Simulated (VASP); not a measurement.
Here is the system:

```
CELL_PARAMETERS angstrom
      0.00000     2.12900     2.12900
      2.12900     0.00000     2.12900
      2.12900     2.12900     0.00000
ATOMIC_POSITIONS crystal
  As 0.00000 0.00000 0.00000
```

Computed with PBEsol GGA, VASP's PBE PAW potentials (set 64) (plane waves; VASP). Numerical set-up: 400 eV cut-off, 10×10×10 Γ-centred mesh, Gaussian smearing of 0.050 eV, potentials As.

Energy and stress use the plane-wave basis of the starting cell.

The ions, cell shape and volume are relaxed. Which structure does the run end with?

```
CELL_PARAMETERS angstrom
      0.00000     2.09902     2.09902
      2.09902     0.00000     2.09902
      2.09902     2.09902     0.00000
ATOMIC_POSITIONS crystal
  As 0.00000 0.00000 0.00000
```
Space group Fm-3m (225), at a tolerance of 0.03 Å.

How do energy and volume change from the first to the last step?

The energy (σ→0) changes by -9.5 meV/atom and the volume by -4.2 %, in 3 ionic steps.

The structure was generated: As was put into the fcc type (Fm-3m), which need not be its known phase. This run relaxes it. Symmetry was kept, so distortions that lower it aren't found.
